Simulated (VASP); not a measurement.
Given:

```xyz
4
Lattice="5.0496 0.0000 0.0000 -2.5248 4.3730 0.0000 0.0000 0.0000 21.1638" Properties=species:S:1:pos:R:3 pbc="T T T"
Y      0.0000     0.0000    13.1638
Y      0.0000     0.0000     9.7213
B      0.0000     2.9154     8.0000
B      2.5248     1.4577    11.4425
```

Calculation: PBE GGA, VASP's PBE PAW potentials (set 64) (plane waves; VASP). Run with 400 eV cut-off, 7×7×1 Γ-centred mesh, Gaussian smearing of 0.10 eV, potentials Y_sv B.

At this cut-off the stress carries a Pulay error, which pulls relaxed volumes low. The cell holds a wide vacuum, so values per volume refer to the whole cell.

Task: Give the force on each atom (eV/Å).

Result: 
| atom | Fx | Fy | Fz |
|---|---|---|---|
| Y1 | 0.000 | 0.000 | -1.909 |
| Y2 | 0.000 | 0.000 | 0.025 |
| B3 | 0.000 | 0.000 | 1.415 |
| B4 | 0.000 | 0.000 | 0.470 |

Task: Give the stress tensor in GPa (positive for a compressed cell).

Result: 
```
-4.19   0.00   0.00
 0.00  -4.19   0.00
 0.00   0.00  -2.83
```
The pressure is its mean diagonal, -3.74 GPa.

The cell is a sheet with vacuum, built from a generated structure.
